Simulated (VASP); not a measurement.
**CdClO: equation of state with PBE**

The system is CdClO.

```
Cd Cl O
1.0
     3.81177    0.00000    0.00000
    -1.90589    3.30109    0.00000
     0.00000    0.00000    9.56256
Cd Cl O
2 2 2
Direct
  0.66667 0.33333 0.01906
  0.33333 0.66667 0.51906
  0.66667 0.33333 0.33872
  0.33333 0.66667 0.83872
  0.00000 0.00000 0.07922
  0.00000 0.00000 0.57922
```

The cell comes from a database or a generator and needn't be the stable form of this composition.

```
Program                : VASP 6.6.1
Task                   : equation of state
Functional             : PBE
Potentials or basis    : VASP PAW PBE potentials, release 64 (Cd, Cl, O)
Cutoff                 : 520 eV
k mesh                 : 8 × 8 × 3
Occupations            : fermi-dirac, width 0.05 eV
Spin                   : no spin polarisation
Further INCAR settings : ALGO = Normal; EDIFF = 1e-07; NBANDS = 34
```

```json
{
 "Equilibrium volume": "19.33 Å³/atom",
 "Bulk modulus at fixed shape and positions": "60 GPa",
 "Pressure derivative of the bulk modulus": "4.8"
}
```

Energy against volume, from the lowest point:
```csv
volume (Å³/atom),energy (meV/atom)
18.851,2.24
19.252,0.00
19.653,0.93
20.054,4.68
20.455,10.94
20.856,19.43
21.258,29.87
```

All runs of the series together: 12 min on 1 thread of Intel(R) Xeon(R) 6975P-C (Granite Rapids), with other jobs on the host.

Caveat: the cell was scaled at fixed shape and fractional positions, which overstates the stiffness of a crystal with free parameters, most of all of layers and chains.
